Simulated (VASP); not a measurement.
Method: PBEsol GGA, VASP's PBE PAW potentials (set 64) (plane waves; VASP 6.6.1).

The input files of a VASP run:

### INCAR
```
# general
SYSTEM   =  Cs
PREC     =  Accurate
ENCUT    =  520
LREAL    =  .FALSE.
LASPH    =  .TRUE.

# electronic loop
EDIFF    =  1E-7
NELM     =  100
ALGO     =  Normal
LMAXMIX  =  4

# smearing
ISMEAR   =  1
SIGMA    =  0.1

# functional
GGA      =  PS

# ions
ISIF     =  2

# output
LWAVE    =  .FALSE.
LCHARG   =  .FALSE.
```

**POSCAR**
```
Cs
1.0
 -2.9406183031   2.9406183031   2.9406183031
  2.9406183031  -2.9406183031   2.9406183031
  2.9406183031   2.9406183031  -2.9406183031
Cs
1
Cartesian
  0.0000000000   0.0000000000   0.0000000000
```

**KPOINTS**
```
K-points
0
gamma
 9 9 9
0 0 0
```

POTCAR, in this order: Cs_sv (PBE.64 set). Program: vasp_std.

The run wrote:

File OSZICAR:
```
       N       E                     dE             d eps       ncg     rms          rms(c)
DAV:   1     0.539303655709E+02    0.53930E+02   -0.29993E+03   560   0.785E+02
DAV:   2     0.370975026305E+01   -0.50221E+02   -0.49624E+02   736   0.125E+02
DAV:   3    -0.892714764945E+00   -0.46025E+01   -0.46006E+01   592   0.461E+01
DAV:   4    -0.941335206175E+00   -0.48620E-01   -0.48620E-01  1040   0.582E+00
DAV:   5    -0.941352398368E+00   -0.17192E-04   -0.17192E-04   728   0.728E-02    0.140E-01
DAV:   6    -0.940650531357E+00    0.70187E-03   -0.15551E-03   936   0.227E-01    0.942E-02
DAV:   7    -0.940617885753E+00    0.32646E-04   -0.33777E-03   752   0.355E-01    0.373E-02
DAV:   8    -0.940686008203E+00   -0.68122E-04   -0.10454E-04   832   0.929E-02    0.548E-03
DAV:   9    -0.940687697008E+00   -0.16888E-05   -0.27201E-06   928   0.111E-02    0.296E-03
DAV:  10    -0.940687275459E+00    0.42155E-06   -0.65689E-07   800   0.534E-03    0.406E-04
DAV:  11    -0.940687335013E+00   -0.59554E-07   -0.14595E-08   608   0.922E-04
   1 F= -.94068734E+00 E0= -.94017200E+00  d E =-.154601E-02
```

### OUTCAR
```
------------------------ aborting loop because EDIFF is reached ----------------------------------------
  FORCE on cell =-STRESS in cart. coord.  units (eV):
  Direction    XX          YY          ZZ          XY          YZ          ZX
  --------------------------------------------------------------------------------------
  Total        0.0946292      0.0946292      0.0946292      0.0000000     -0.0000000      0.0000000
  in kB        1.4905952      1.4905952      1.4905952      0.0000000     -0.0000000      0.0000000
  external PRESSURE =       1.4905952 kB  Pullay stress =       0.0000000 kB
  volume of cell :      101.71
      direct lattice vectors                 reciprocal lattice vectors
    -2.940618303  2.940618303  2.940618303     0.000000000  0.170032268  0.170032268
     2.940618303 -2.940618303  2.940618303     0.170032268  0.000000000  0.170032268
     2.940618303  2.940618303 -2.940618303     0.170032268  0.170032268  0.000000000
 POSITION                                       TOTAL-FORCE (eV/Angst)
 -----------------------------------------------------------------------------------
      0.00000      0.00000      0.00000        -0.000000      0.000000     -0.000000
 -----------------------------------------------------------------------------------
    total drift:                               -0.000000     -0.000000     -0.000000
  FREE ENERGIE OF THE ION-ELECTRON SYSTEM (eV)
  ---------------------------------------------------
  free  energy   TOTEN  =        -0.9406873350 eV

  energy  without entropy=       -0.9391413264  energy(sigma->0) =       -0.94017200
```
(Selected blocks of OUTCAR.)

The compound is Cs in the bcc structure. This cell is one point of a volume scan, at 0.94 of the reference volume.
